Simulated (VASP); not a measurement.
Output of a VASP run:

OSZICAR:
```
       N       E                     dE             d eps       ncg     rms          rms(c)
DAV:   1     0.513798930788E+01    0.51380E+01   -0.32736E+03   384   0.773E+02
DAV:   2    -0.180689793880E+02   -0.23207E+02   -0.22506E+02   512   0.865E+01
DAV:   3    -0.188927829127E+02   -0.82380E+00   -0.82380E+00   488   0.233E+01
DAV:   4    -0.188946215099E+02   -0.18386E-02   -0.18386E-02   552   0.116E+00
DAV:   5    -0.188946284719E+02   -0.69620E-05   -0.69620E-05   536   0.519E-02    0.659E+00
DAV:   6    -0.179678653758E+02    0.92676E+00   -0.71609E-01   400   0.512E+00    0.340E+00
DAV:   7    -0.176394637066E+02    0.32840E+00   -0.97825E-01   408   0.648E+00    0.494E-01
DAV:   8    -0.176481258282E+02   -0.86621E-02   -0.18806E-02   416   0.109E+00    0.973E-02
DAV:   9    -0.176479521412E+02    0.17369E-03   -0.79674E-04   584   0.205E-01    0.190E-02
DAV:  10    -0.176479713712E+02   -0.19230E-04   -0.39193E-05   464   0.552E-02    0.106E-02
DAV:  11    -0.176479698412E+02    0.15300E-05   -0.65778E-06   488   0.137E-02    0.182E-03
DAV:  12    -0.176479698376E+02    0.36188E-08   -0.19585E-07   248   0.373E-03
   1 F= -.18233158E+02 E0= -.18233158E+02  d E =-.182332E+02
       N       E                     dE             d eps       ncg     rms          rms(c)
DAV:   1    -0.176469792754E+02    0.99057E-03   -0.12173E-03   496   0.293E-01    0.188E-02
DAV:   2    -0.176469766065E+02    0.26688E-05   -0.81886E-06   392   0.232E-02    0.112E-02
DAV:   3    -0.176469757324E+02    0.87418E-06   -0.62056E-06   440   0.144E-02
   2 F= -.18233467E+02 E0= -.18233467E+02  d E =-.308991E-03
```

### OUTCAR
```
------------------------ aborting loop because EDIFF is reached ----------------------------------------
  Edisp (eV):   -0.58649
  FORCE on cell =-STRESS in cart. coord.  units (eV):
  Direction    XX          YY          ZZ          XY          YZ          ZX
  --------------------------------------------------------------------------------------
  Total      -0.10338    -0.10338     0.02176    -0.00000     0.00000     0.00000
  in kB      -2.77451    -2.77451     0.58414    -0.00000     0.00000     0.00000
  external pressure =       -1.65 kB  Pullay stress =        0.00 kB
  volume of cell :       59.70
      direct lattice vectors                 reciprocal lattice vectors
     4.470375756  0.000000000  0.000000000     0.223694842 -0.000000000  0.000000000
     0.000000000  4.470375756  0.000000000    -0.000000000  0.223694842  0.000000000
     0.000000000  0.000000000  2.987183050     0.000000000  0.000000000  0.334763549
 POSITION                                       TOTAL-FORCE (eV/Angst)
 -----------------------------------------------------------------------------------
      0.00000      0.00000      0.00000         0.000000      0.000000      0.000000
      2.23519      2.23519      1.49359         0.000000      0.000000      0.000000
      1.35958      1.35958      0.00000        -0.000349     -0.000349      0.000000
      3.59477      0.87561      1.49359        -0.000349      0.000349     -0.000000
      0.87561      3.59477      1.49359         0.000349     -0.000349      0.000000
      3.11079      3.11079      0.00000         0.000349      0.000349     -0.000000
 -----------------------------------------------------------------------------------
    total drift:                                0.000000      0.000000     -0.000000
  FREE ENERGIE OF THE ION-ELECTRON SYSTEM (eV)
  ---------------------------------------------------
  free  energy   TOTEN  =       -18.2334670965 eV

  energy  without entropy=      -18.2334670965  energy(sigma->0) =      -18.23346710

 reached required accuracy - stopping structural energy minimisation
```
(Selected blocks of OUTCAR.)

**POSCAR**
```
MgH2
1
    4.4757856386    -0.0000000000     0.0000000000
    0.0000000000     4.4757856386     0.0000000000
    0.0000000000     0.0000000000     2.9872174545
Mg H
2 4
Direct
  0.0000000000   0.0000000000   0.0000000000
  0.5000000000   0.5000000000   0.5000000000
  0.3041400205   0.3041400205   0.0000000000
  0.8041400205   0.1958599795   0.5000000000
  0.1958599795   0.8041400205   0.5000000000
  0.6958599795   0.6958599795   0.0000000000
```

**Question.** Write an INCAR and KPOINTS that could have produced this output.

**Answer.** One answer among several that fit: the input of the run itself, PBE GGA with D4 dispersion, plane waves, VASP's PBE PAW potentials (set 64).

**INCAR**
```
! general
SYSTEM  =  MgH2
PREC    =  Accurate
ENCUT   =  520   ! plane-wave cut-off (eV)
LREAL   =  .False.
LASPH   =  .True.   ! aspherical one-centre terms

! electronic loop
EDIFF   =  1E-6   ! SCF stop (eV)
NELM    =  100
ALGO    =  Normal   ! blocked Davidson

! smearing
ISMEAR  =  0
SIGMA   =  0.05

! functional
GGA     =  PE   ! PBE
IVDW    =  13

! ions
IBRION  =  2
NSW     =  60
ISIF    =  3   ! ions, shape and volume
EDIFFG  =  -0.02   ! ionic stop

! output
LWAVE   =  .False.
LCHARG  =  .False.
```

KPOINTS:
```
K-points
0
G
  5 5 7
0 0 0
```

POTCAR, in this order: Mg H (PBE.64 set). Program: vasp_std.

The compound is MgH2 in the rutile structure. This run relaxes it. Symmetry was kept, so distortions that lower it aren't found. The start is the result of an earlier pass.
